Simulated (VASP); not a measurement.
These are rev-vdW-DF2, VASP's PBE PAW potentials (set 64) (plane waves; VASP 6.6.1) values and carry that method's errors.

A VASP calculation is set up with these files.

INCAR:
```
# general
SYSTEM   = BN
PREC     = Accurate
ENCUT    = 520   # plane-wave cut-off (eV)
LREAL    = .FALSE.
LASPH    = .TRUE.

# electronic loop
EDIFF    = 1E-7
NELM     = 100   # most electronic steps
ALGO     = Normal   # blocked Davidson

# smearing
ISMEAR   = 0   # Gaussian
SIGMA    = 0.05

# functional
GGA      = MK
LUSE_VDW = .TRUE.
AGGAC    = 0.0
PARAM1   = 0.1234568
PARAM2   = 0.7114
ZAB_VDW  = -1.8867

# ions
IBRION   = 2   # conjugate gradients
NSW      = 30
ISIF     = 4
EDIFFG   = -0.01   # ionic stop

# output
LWAVE    = .FALSE.
LCHARG   = .FALSE.
```

**POSCAR**
```
BN
1.0
  1.2488760838  -2.1631170452   0.0000000000
  1.2488760838   2.1631170452   0.0000000000
  0.0000000000   0.0000000000   4.1323961746
B N
2 2
Cartesian
  1.2488760838  -0.7210404571   2.0674673933
  1.2488760838   0.7210404571   0.0012693060
  1.2488760838  -0.7210404571   3.6145773468
  1.2488760838   0.7210404571   1.5483792595
```

File KPOINTS:
```
Regular mesh
0
gamma
 10 10 5
0 0 0
```

POTCAR, in this order: B N (PBE.64 set). Program: vasp_std.

Output

File OSZICAR:
```
       N       E                     dE             d eps       ncg     rms          rms(c)
DAV:   1     0.574133299207E+02    0.57413E+02   -0.89158E+03  1008   0.131E+03
DAV:   2    -0.313780696695E+02   -0.88791E+02   -0.84003E+02  1404   0.283E+02
DAV:   3    -0.339924905649E+02   -0.26144E+01   -0.26065E+01  1340   0.488E+01
DAV:   4    -0.340062155365E+02   -0.13725E-01   -0.13719E-01  1228   0.371E+00
DAV:   5    -0.340063679622E+02   -0.15243E-03   -0.15236E-03  1336   0.359E-01    0.101E+01
DAV:   6    -0.319745271850E+02    0.20318E+01   -0.51734E+00  1236   0.192E+01    0.486E+00
DAV:   7    -0.317823884296E+02    0.19214E+00   -0.30487E-01  1204   0.531E+00    0.284E+00
DAV:   8    -0.317398782369E+02    0.42510E-01   -0.87052E-02  1164   0.271E+00    0.241E-01
DAV:   9    -0.317389324431E+02    0.94579E-03   -0.24314E-03  1308   0.525E-01    0.141E-01
DAV:  10    -0.317390468317E+02   -0.11439E-03   -0.22934E-04  1168   0.166E-01    0.231E-02
DAV:  11    -0.317390446959E+02    0.21358E-05   -0.43243E-05  1296   0.576E-02    0.118E-02
DAV:  12    -0.317390454475E+02   -0.75158E-06   -0.41452E-06  1248   0.211E-02    0.197E-03
DAV:  13    -0.317390454921E+02   -0.44615E-07   -0.12413E-07   912   0.381E-03
   1 F= -.31739045E+02 E0= -.31739045E+02  d E =-.317390E+02
       N       E                     dE             d eps       ncg     rms          rms(c)
DAV:   1    -0.317389522090E+02    0.93239E-04   -0.36774E-02  1152   0.186E+00    0.368E-02
DAV:   2    -0.317389824499E+02   -0.30241E-04   -0.44479E-04  1248   0.213E-01    0.231E-02
DAV:   3    -0.317389739701E+02    0.84798E-05   -0.13031E-05  1292   0.398E-02    0.653E-03
DAV:   4    -0.317389741330E+02   -0.16293E-06   -0.39815E-06  1292   0.179E-02    0.267E-03
DAV:   5    -0.317389741032E+02    0.29850E-07   -0.28410E-07  1104   0.594E-03
   2 F= -.31738974E+02 E0= -.31738974E+02  d E =0.713889E-04
       N       E                     dE             d eps       ncg     rms          rms(c)
DAV:   1    -0.317391089766E+02   -0.13484E-03   -0.12664E-02  1152   0.109E+00    0.216E-02
DAV:   2    -0.317391197222E+02   -0.10746E-04   -0.15317E-04  1240   0.125E-01    0.136E-02
DAV:   3    -0.317391165585E+02    0.31637E-05   -0.45644E-06  1284   0.236E-02    0.379E-03
DAV:   4    -0.317391165332E+02    0.25376E-07   -0.13790E-06  1280   0.105E-02    0.157E-03
DAV:   5    -0.317391165066E+02    0.26537E-07   -0.90447E-08   692   0.346E-03
   3 F= -.31739117E+02 E0= -.31739117E+02  d E =-.710145E-04
```

**OUTCAR**
```
------------------------ aborting loop because EDIFF is reached ----------------------------------------
  FORCE on cell =-STRESS in cart. coord.  units (eV):
  Direction    XX          YY          ZZ          XY          YZ          ZX
  --------------------------------------------------------------------------------------
  Total        3.6438712      3.6438720      3.6777424     -0.0000000     -0.0000000      0.0000000
  in kB      261.4822935    261.4823476    263.9128728     -0.0000000     -0.0000000      0.0000000
  external PRESSURE =     262.2925046 kB  Pullay stress =       0.0000000 kB
  volume of cell :       22.33
      direct lattice vectors                 reciprocal lattice vectors
     1.248758921 -2.162914120  0.000000000     0.400397540 -0.231169604  0.000000000
     1.248758921  2.162914120  0.000000000     0.400397540  0.231169604  0.000000000
     0.000000000  0.000000000  4.133171629     0.000000000  0.000000000  0.241944949
  FREE ENERGIE OF THE ION-ELECTRON SYSTEM (eV)
  ---------------------------------------------------
  free  energy   TOTEN  =       -31.7391165066 eV

  energy  without entropy=      -31.7391165066  energy(sigma->0) =      -31.73911651

 reached required accuracy - stopping structural energy minimisation
```
(Selected blocks of OUTCAR.)

### CONTCAR
```
BN
   1.00000000000000
     1.2487589206602030   -2.1629141204968101    0.0000000000000000
     1.2487589206602030    2.1629141204968101    0.0000000000000000
     0.0000000000000000    0.0000000000000000    4.1331716291346865
  B               N
     2     2
Direct
     0.6666669999999968    0.3333330000000032    0.5005029378435779
     0.3333330000000032    0.6666669999999968    0.0005029378435779
     0.6666669999999968    0.3333330000000032    0.8744970621564221
     0.3333330000000032    0.6666669999999968    0.3744970621564221
```

**OUTCAR**
```
 val. band max:        8.2114621261   @ k =   0.0000   0.0000   0.0000

 cond. band min:      13.4813312457   @ k =   0.3000   0.3000   0.0000


 Fermi energy:         8.4285504021

 k-point     1 :       0.0000    0.0000    0.0000
  band No.  band energies     occupation
      1     -12.7902      2.00000
      2      -8.3694      2.00000
      3      -3.2313      2.00000
      4       5.9709      2.00000
      5       5.9709      2.00000
      6       7.8815      2.00000
      7       8.2114      2.00000
      8       8.2115      2.00000
      9      16.8392      0.00000
     10      16.8392      0.00000
     11      17.1708      0.00000
     12      18.5612      0.00000

 k-point     2 :       0.1000    0.0000    0.0000
  band No.  band energies     occupation
      1     -12.5628      2.00000
      2      -8.1930      2.00000
      3      -3.0080      2.00000
      4       4.9741      2.00000
      5       5.5506      2.00000
      6       7.3917      2.00000
      7       7.6584      2.00000
      8       7.9742      2.00000
      9      16.5470      0.00000
     10      17.2893      0.00000
     11      17.5122      0.00000
     12      19.2223      0.00000

 k-point     3 :       0.2000    0.0000    0.0000
  band No.  band energies     occupation
      1     -11.8898      2.00000
      2      -7.6997      2.00000
      3      -2.3506      2.00000
      4       2.7286      2.00000
      5       4.6489      2.00000
      6       5.4758      2.00000
      7       6.9791      2.00000
      8       7.3612      2.00000
      9      16.0418      0.00000
     10      17.9492      0.00000
     11      18.2340      0.00000
     12      19.8716      0.00000

 k-point     4 :       0.3000    0.0000    0.0000
  band No.  band energies     occupation
      1     -10.8097      2.00000
      2      -7.0488      2.00000
      3      -1.3174      2.00000
      4       0.3370      2.00000
      5       3.2399      2.00000
      6       3.7648      2.00000
...
```

The compound is BN in the wurtzite structure, a metastable high-pressure form. This cell is one point of a volume scan, at 0.94 of the reference volume. Symmetry was kept, so distortions that lower it aren't found.
